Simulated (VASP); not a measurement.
A run of VASP 6.6.1 is set up as follows.

File INCAR:

```
SYSTEM = BN
ALGO = Normal ; EDIFF = 1E-6
ENCUT = 520 ; GGA = CA
ISIF = 2 ; ISMEAR = 0
LASPH = .True. ; LCHARG = .False.
LREAL = .False. ; LWAVE = .False.
NBANDS = 16 ; NELM = 100
PREC = Accurate ; SIGMA = 0.01
```

KPOINTS

```
k-points
0
Gamma
  12 12 4
  0 0 0
```

The input POSCAR:

```
BN
1.0
    2.4890389570      0.0000000000      0.0000000000
   -1.2445194785      2.1555709678      0.0000000000
    0.0000000000      0.0000000000      6.4926034150
B N
2 2
Direct
    0.3333333333      0.6666666667      0.2500000000
    0.6666666667      0.3333333333      0.7500000000
    0.6666666667      0.3333333333      0.2500000000
    0.3333333333      0.6666666667      0.7500000000
```

Potentials or basis: VASP PAW LDA potentials, release 64 (B, N).

Run with:

```bash
$ cat potpaw_LDA.64/B/POTCAR potpaw_LDA.64/N/POTCAR > POTCAR
$ mpirun -np 1 vasp_std > vasp.out
```

(1) Predict the pressure.

(2) Predict the band gap on the k mesh.

## Answers

(1) 0.4 GPa.

(2) 4.05 eV, indirect (least direct gap 4.47 eV).
